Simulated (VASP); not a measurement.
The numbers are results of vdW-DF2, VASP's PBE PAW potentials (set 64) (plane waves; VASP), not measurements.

Input for VASP

INCAR:
```
SYSTEM = AuZn
LREAL = F   # projection in real space or not
LWAVE = F
SIGMA = 0.1   # width (eV)
PREC = Accurate
NELM = 100   # most electronic steps
ZAB_VDW = -1.8867
NSW = 60   # most ionic steps
LASPH = T   # aspherical one-centre terms
ISIF = 3
ISMEAR = 1   # Methfessel-Paxton
EDIFF = 1E-6   # SCF stop (eV)
ALGO = Normal   # blocked Davidson
AGGAC = 0.0
LMAXMIX = 6
IBRION = 2
LUSE_VDW = T
ENCUT = 520   # plane-wave cut-off (eV)
EDIFFG = -0.01   # ionic stop
GGA = ML
LCHARG = F
```

KPOINTS:
```
Automatic mesh
0
Gamma
  10 10 10
```

File POSCAR:
```
AuZn
1
    3.1500000000     0.0000000000     0.0000000000
    0.0000000000     3.1500000000     0.0000000000
    0.0000000000     0.0000000000     3.1500000000
Zn Au
1 1
Direct
  0.5000000000   0.5000000000   0.5000000000
  0.0000000000   0.0000000000   0.0000000000
```

POTCAR, in this order: Zn Au (PBE.64 set). Program: vasp_std.

Energy and stress use the plane-wave basis of the starting cell. Unless said otherwise, spin-orbit coupling is left out, though it shifts the bands of the heavy elements here.

Q: Predict the energy per atom (σ→0), volume per atom, band gap (on the k-mesh).

A: 
```yaml
energy per atom (σ→0): 0.996 eV/atom
band gap (on the k-mesh): none (metal, semimetal or under 0.01 eV)
volume_per_atom: 18.40 Å³/atom
```

**OSZICAR**
```
...
       N       E                     dE             d eps       ncg     rms          rms(c)
DAV:   1     0.198886909104E+01   -0.25455E-02   -0.37071E-02  1680   0.307E+00    0.336E-01
DAV:   2     0.199120806896E+01    0.23390E-02   -0.90303E-03  1778   0.169E+00    0.107E-01
DAV:   3     0.199131479217E+01    0.10672E-03   -0.16338E-04  1695   0.128E-01    0.706E-02
DAV:   4     0.199135866471E+01    0.43873E-04   -0.44583E-05  2225   0.134E-01    0.889E-03
DAV:   5     0.199136005824E+01    0.13935E-05   -0.87740E-06  1701   0.441E-02    0.253E-03
DAV:   6     0.199136030699E+01    0.24875E-06   -0.70238E-07   840   0.747E-03
   5 F= 0.19913603E+01 E0= 0.19918729E+01  d E =-.539089E-04
```

The compound is AuZn in the CsCl type structure. This run relaxes it. Symmetry was kept, so distortions that lower it aren't found. The electron count is odd and the run is not spin-polarised, which forces a metal.
